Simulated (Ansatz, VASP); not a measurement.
# Cross-check of V2CSO (V2COS MXene monolayer) between VASP and Ansatz

One calculation is typed for both programs; each brings its own data sets. How far apart do they land? The structure shown is the start of the Ansatz relaxation below; VASP solves that cell, so the two are compared at the walk's first step.

Calculated with Ansatz 0.2.0; plane waves, with VASP 6.6.1 beside it; single point at PBE with D3(BJ).

### 1. The starting structure

The cell holds 5 atoms: 1 S, 2 V, 1 C and 1 O. Its edges and angles: a = 3.012 Å, b = 3.012 Å, c = 41.231 Å, α = 90.0°, β = 90.0°, γ = 120.0°. Vacuum lies along c.

### 2. Ansatz: relaxation, PBE with D3(BJ)

Ansatz runs on its PAW soft_1 files.

The two programs are compared at the cell with which this relaxation starts, whose forces are those of its first step.

File input.yaml:

```yaml
crystal:
  lattice:
    - [3.012152, 0.0, 0.0]
    - [-1.506076, 2.6086001521, 0.0]
    - [0.0, 0.0, 41.2306167711]
  atoms:
    - { symbol: S, position: [0.3333333333, 0.6666666667, 0.4377814695] }
    - { symbol: V, position: [0.6666666667, 0.3333333333, 0.4788412314], spin: 2.0 }
    - { symbol: C, position: [0.0, 0.0, 0.5076672597] }
    - { symbol: V, position: [0.3333333333, 0.6666666667, 0.5364932881], spin: 2.0 }
    - { symbol: O, position: [0.6666666667, 0.3333333333, 0.5622185305] }
  periodic: [true, true, false]
magnetization:
  spin_polarized: true
kpoints:
  mp_grid: { grid: [12, 12, 1] }
hamiltonian:
  xc: pbe
  dispersion: d3bj
  pseudopotentials: { kind: paw, azcp: { folder: soft_1 } }
scf:
  occupations: { method: fermi_dirac, width: 0.05 }
  convergence: { dr2_threshold: 1.0e-09 }
relax:
  f_tol: 0.004
  max_steps: 90
  cell: {}
output:
  write_potential: true
  write_density: true
  volumetric_format: npy
```

On the command line:

```sh
$ ansatz run input.yaml --threads 2 --pin off --max-ram 3072MiB --backend cpu --events-out ev --progress --plain --runs-dir out
```

Numbers of over 12 decimals in the logs are rounded to 6 here.

What it wrote:

```text
Warning: relax.cell: scf.convergence.dr2_threshold = 1e-9 eV is looser than the 2.18402065338e-10 eV advised for a relaxation that steers and ends on the stress (1e-10 eV for each atom of the cell: 5, times the square of relax.cell.stress_2d_tol = 0.05 N/m over 15.1 Å (the atoms' height at the walk's start and 5 Å past either face), 3.305e-2 GPa, over a crystal's default 0.05). What an SCF threshold leaves in a stress goes as its square root, and in the free energy as the threshold itself, and one threshold admits the most on a small cell: [figures from the program's tests cut] Set scf.convergence.dr2_threshold to 2.18402065338e-10 eV or tighter. [rest of the remark cut]
Engine: ansatz 0.2.0, aarch64-unknown-linux-gnu
Pseudopotentials: kind: paw
Pseudopotential: S, paw, valence charge 6, recommended cutoff 420 eV (normal), soft_1/S.paw.azcp
Pseudopotential: V, paw, valence charge 13, recommended cutoff 420 eV (normal), soft_1/V.paw.azcp
Pseudopotential: C, paw, valence charge 4, recommended cutoff 420 eV (normal), soft_1/C.paw.azcp
Pseudopotential: O, paw, valence charge 6, recommended cutoff 420 eV (normal), soft_1/O.paw.azcp
Functional definition: PBE
  parameter kappa = 0.804
  parameter beta = 0.066725
  exchange = pbe_x(kappa = kappa, mu = beta*pi^2/3)
  correlation = pbe_c(beta = beta)
Crystal: 5 atoms, lattice volume = 323.970 Å³
Basis set: ecut = 420 eV, 6113 PW (Γ), exchange–correlation on 48×48×576 points (8 copies of the dense FFT grid, shifted against one another)
Bands: 28, of which v1, the nominal top of the filled ones, is band 21 counted from 1 (20 counted from 0)
Symmetry: 6 space group operations
Space group: P3m1 (ITA 156), of the structure as read, at distance tolerance 6.9e-5 Å
Magnetic group: BNS 156.49 (UNI 1279), of the structure as read, at distance tolerance 6.9e-5 Å
k-points: 19 of 144 (time reversal used)
Non-local potential: S, projectors of the file, l = 0: 2, l = 1: 2, l = 2: 1
Non-local potential: V, projectors of the file, l = 0: 3, l = 1: 2, l = 2: 3, l = 3: 1
Non-local potential: C, projectors of the file, l = 0: 2, l = 1: 2, l = 2: 1
Non-local potential: O, projectors of the file, l = 0: 2, l = 1: 2, l = 2: 1
PAW form: soft (Blöchl's): semilocal exchange-correlation on the pseudo side does not see the compensation charge
PAW one-centre angular grid: S, 110 points (default); XC on 64 Gauss nodes
PAW one-centre angular grid: V, 590 points (default); XC on 64 Gauss nodes
PAW one-centre angular grid: C, 110 points (default); XC on 64 Gauss nodes
PAW one-centre angular grid: O, 110 points (default); XC on 64 Gauss nodes
Initial density: superposition of atomic densities (neutral atoms: chi_scale 0, normalization atom)
Starting moments: Σ|m| = 4 μB on 2 of 5 sites
Initial wavefunctions: pseudopotential atomic-orbital guess
Functional: x = pbe(κ = 0.804, μ = 0.219515), c = pbe(β = 0.066725)
SCF iter   1: F=—  HF=-7553.879677 eV  |F-HF|=—  |Δ(HF+E_count)|=         —  Δρ=4.72e-2 (↑4.72e-2 ↓3.11e-2)  dr2=2.92e1  dr2_m=1.18e0  M=1.911 μB ∫|m|=2.434 μB  β_m=0.30  ethr=3.10e-3  ⟨swp⟩=16.3  Hψ=8672  notcnv=0
Mixer restart at iter 1: flushing history
preconditioner: auto → LDOS  [metal: Δε(μ)=0.023 eV  Ē_g=9.055 eV  σ=0.050 eV  W_gap=0.11  n_scr=24 (ndim 8)  ℏωp=10.5 eV  f_vac=0.786  D(μ)=3.70/eV (n_scr^D=18)]
spin=Collinear: LDOS preconditioning applied to the charge; magnetization (m = ρ↑ − ρ↓) channel mixes plain (no charge-response kernel on spin).
SCF iter   2: F=—  HF=-7550.193630 eV  |F-HF|=—  |Δ(HF+E_count)|=    3.69e0  Δρ=2.95e-2 (↑2.95e-2 ↓1.87e-2)  dr2=9.56e0  dr2_m=6.60e-1  M=1.674 μB ∫|m|=2.364 μB  β_m=0.51  ethr=3.10e-3  ⟨swp⟩=4.6  Hψ=2986  notcnv=0  defer=27
SCF iter   3: F=—  HF=-7548.912654 eV  |F-HF|=—  |Δ(HF+E_count)|=    1.28e0  Δρ=7.78e-3 (↑6.84e-3 ↓7.78e-3)  dr2=8.75e-2  dr2_m=1.22e-1  M=1.230 μB ∫|m|=1.986 μB  β_m=0.72  ethr=3.10e-3  ⟨swp⟩=3.9  Hψ=2854  notcnv=0  defer=29
SCF iter   4: F=—  HF=-7549.556574 eV  |F-HF|=—  |Δ(HF+E_count)|=         —  Δρ=1.68e-2 (↑1.68e-2 ↓1.28e-2)  dr2=1.04e-1  dr2_m=6.43e-1  M=0.178 μB ∫|m|=0.507 μB  β_m=1.00  ethr=2.08e-4  ⟨swp⟩=4.1  Hψ=3143  notcnv=0  defer=22  κ⁻¹=2.2e-3(r=2)
SCF iter   5: F=—  HF=-7549.353727 eV  |F-HF|=—  |Δ(HF+E_count)|=   2.03e-1  Δρ=2.50e-3 (↑2.50e-3 ↓1.33e-3)  dr2=4.32e-2  dr2_m=7.29e-3  M=0.121 μB ∫|m|=0.238 μB  β_m=0.72  ethr=1.19e-4  ⟨swp⟩=3.6  Hψ=2796  notcnv=0  defer=22
[...]
eigensolver tolerance schedule: the retry pair's looser diagonalisation over-reported the residual by 5869.35 of it (diagonalisation noise at 2.68 of the residual, at the tolerance the schedule requests for it); recorded, not acted on — ethr = c·dr2/N_el stays at c = 1.0e-1
preconditioner: auto → LDOS  [metal: Δε(μ)=0.097 eV  Ē_g=7.925 eV  σ=0.050 eV  W_gap=0.44  n_scr=22 (ndim 8)  ℏωp=10.8 eV  f_vac=0.799  D(μ)=2.16/eV (n_scr^D=14)]
spin=Collinear: LDOS preconditioning applied to the charge; magnetization (m = ρ↑ − ρ↓) channel mixes plain (no charge-response kernel on spin).
SCF iter   2: F=—  HF=-7549.699857 eV  |F-HF|=—  |Δ(HF+E_count)|=   1.10e-4  Δρ=1.44e-6 (↑1.44e-6 ↓1.43e-6)  dr2=4.42e-8  dr2_m=1.24e-11  M=0.000 μB ∫|m|=0.000 μB  β_m=0.30  ethr=6.55e-11  ⟨swp⟩=6.5  Hψ=4446  notcnv=0
SCF iter   3: F=—  HF=-7549.699857 eV  |F-HF|=—  |Δ(HF+E_count)|=   4.76e-9  Δρ=7.32e-7 (↑7.32e-7 ↓7.19e-7)  dr2=9.40e-9  dr2_m=1.31e-11  M=0.000 μB ∫|m|=0.000 μB  β_m=0.65  ethr=6.55e-11  ⟨swp⟩=2.8  Hψ=1663  notcnv=0
SCF iter   4: F=—  HF=-7549.699857 eV  |F-HF|=—  |Δ(HF+E_count)|=   2.42e-9  Δρ=2.25e-7 (↑2.24e-7 ↓2.25e-7)  dr2=7.61e-10  dr2_m=8.45e-12  M=0.000 μB ∫|m|=0.000 μB  β_m=0.66  ethr=2.24e-11  ⟨swp⟩=3.4  Hψ=2383  notcnv=0
SCF iter   5: F=-7549.699857 eV  HF=-7549.699857 eV  |F-HF|=2.79e-10  |Δ(HF+E_count)|=   1.27e-9  Δρ=1.54e-7 (↑1.28e-7 ↓1.54e-7)  dr2=6.83e-10  dr2_m=2.08e-12  M=0.000 μB ∫|m|=0.000 μB  ethr=1.81e-12  ⟨swp⟩=12.4  Hψ=8720  notcnv=0
the starting moments were not kept: the SCF closed with an absolute magnetisation of 8.8e-6 μB, where they sum to 4 μB in size (2 sites). That is at most 0.1 of that sum. Measured as dr2_m measures the in/out step, that magnetisation stands 3.0e-11 eV from none, at or under the dr2_threshold of 1.0e-9 eV: it is no larger than a step whose dr2_m would equal this threshold.
SCF 9 converged in 5 iterations: F = -7549.699857 eV  dr2 = 6.83e-10
relax step   9: F+E_penalty+E_count = -7549.69985699 eV  Δ(F+E_penalty+E_count) = +5.050e-5 eV  max|allowed force component| = 3.021e-4 eV/Å  Δτ_max = 0.0000 Å  P = -0.001 N/m  Ω = 309.559 Å³  fix = [c, alpha, beta]  reactions: c -0.000 N/m  stress off target by 1.10e-3 N/m on what of the cell is left free  SCF on the basis re-selected at this cell (its energy is not comparable with the rows above)  (5 SCF iters)
basis re-selected at this cell: Δ(F+E_penalty+E_count) = +5.050e-5 eV, ΔP = -0.001 N/m vs the last step (what re-selecting the basis moved, of the pressure what is left beyond the Pulay correction that the steps carried, after the strain that the cell walked since its last selection, with what the two solves' SCF thresholds leave and, on support functions, any second-order correction that the steps lacked; it is no m [...]
WARN: The output density's exchange-correlation potential varies sharply where the density is thin. Do not read a vacuum level from v_tot or v_xc, or from such a field of the output density. On a cell that repeats whose density bears no net charge and no dipole along the vacuum's axis use v_es (v_loc + v_h of the components); under efield.dipole_correction with no amplitude use v_es + v_field, which holds any externa [...]
SCF converged after 5 iterations
Magnetization: 0.0000 μB (21.0000 up, 21.0000 down)
Absolute magnetization: 0.0000 μB (∫|ρ↑−ρ↓|, with the PAW one-centre terms)
Spin contamination: 0.0000 ħ² per cell (⟨S²⟩ above its minimum at these occupations)
Per-site moments (μB) at R_I (Å): [(3.7959762861515123e-7, 0.968183), (-1.5543818515467335e-6, 0.833626), (-2.921313907442761e-7, 0.833626), (4.390847107726366e-6, 0.811975), (-9.298231450483089e-8, 0.811975)]
Free energy (F): -7549.699857 eV
Harris-Foulkes:  -7549.699857 eV  (|F-HF|=2.79e-10)
Internal energy: -7549.682335 eV  (E = F + TS)
E sigma→0 (E₀):  -7549.691096 eV
Entropy (-TS):   -0.017522 eV (-3.504 meV/atom)
Fermi energy:    -5.872695 eV
--- Per-component energies (eV) ---
  E_band       = -1136.737576
  E_kinetic    = 954.072675
  E_local      = -181415.860971  (includes V_loc(G=0)·N_el)
  E_nonlocal   = 269.134762
  E_hartree    = 90032.100368
  E_xc         = -439.948334
  E_vxc        = -526.340432  (∫ρ·V_xc dr)
  E_paw        = -3119.763308  (= ΣΔE_a)
  E_vpaw       = -481.948380  (= ΣTr[D̂ρ^β])
  E_aug_tail   = 0.002973  (compensation charges beyond the density's cutoff)
  E_ewald      = 86172.099255
  E_disp       = -1.519755  (pairwise vdW)
  E_smearing   = -0.017522  (= −TS)
  E_closure    = -0.000000  (closes the sum)
  Σ components = -7549.699857   (vs F -7549.699857, Δ=0.00e0)
--- Forces (eV/Å), atoms counted from 1 ---
  atom   1  S      0.00000000    -0.00000000    -0.00029476
  atom   2  V      0.00000000    -0.00000000    -0.00021145
  atom   3  C      0.00000000     0.00000000     0.00012800
  atom   4  V      0.00000000     0.00000000     0.00030448
  atom   5  O      0.00000000    -0.00000000     0.00008571
  max |Σ_I F_I| component: 1.20e-5 eV/Å
--- 2D stress c σ (N/m, compression-positive) ---
       -0.001101       0.000000      -0.000000
        0.000000      -0.001101       0.000000
       -0.000000       0.000000      -0.000000
  P = ½ c Tr σ = -0.0011 N/m
--- Band table (eV; the first three rows and the last of 38) ---
  k-point 0 ↑: bands = [... 17 lower, -8.1416, -6.6160, -6.6160, -5.7553, -5.4484, -5.4484, -5.2676, -5.2676, ... 3 higher]
  k-point 1 ↑: bands = [... 17 lower, -7.9469, -6.9825, -6.8046, -6.1477, -5.5196, -5.3064, -5.0669, -4.9827, ... 3 higher]
  k-point 2 ↑: bands = [... 17 lower, -8.2527, -7.6665, -7.0467, -6.5745, -5.6174, -5.2229, -4.8834, -4.5050, ... 3 higher]
  k-point 18 ↓: bands = [... 17 lower, -9.7901, -9.2794, -9.1804, -5.6600, -5.4893, -4.8873, -4.5813, -4.3748, ... 3 higher]
  the weakly bound empty levels are not read free of the cell's end (no_gap_told)
--- Relaxed structure (7 steps of the walk, 7 accepted, 2 SCFs on fresh bases) ---
  F+E_penalty+E_count = -7549.69985699 eV   max|allowed force component| = 3.021e-4 eV/Å   (the final SCF, on the basis selected at the relaxed cell)
  cell:  # Å, volume = 309.5587 Å³
    - [2.944396, 0, 0]
    - [-1.472198, 2.549922, 0]
    - [0, 0, 41.2306167711]
  atoms:
    - { symbol: S, position: [0.333333, 0.666667, 0.440974] }
    - { symbol: V, position: [0.666667, 0.333333, 0.480225] }
    - { symbol: C, position: [-9.49426335351186e-19, 0, 0.506730] }
    - { symbol: V, position: [0.333333, 0.666667, 0.535502] }
    - { symbol: O, position: [0.666667, 0.333333, 0.559571] }
```

In the SCF lines HF is the Harris–Foulkes energy and dr2 the Hartree energy of the density residual, in eV; the loop may stop once dr2 is under the threshold and the program's other checks hold. Hψ counts applications of the Hamiltonian.

[end of part 1 of 2]

[Lines on the potential files, build, host, timing and source positions are cut from VASP's logs without a mark.]

[Logs are printed without paths, hosts, clocks, repeated set-up lines and the standing remarks that a program may print on its own settings, such as how far it seeks lower states.]

[Hosts, paths, dates, database ids (printed as entryN), source tags and the programs' standing remarks are cut or masked in the printed files.]
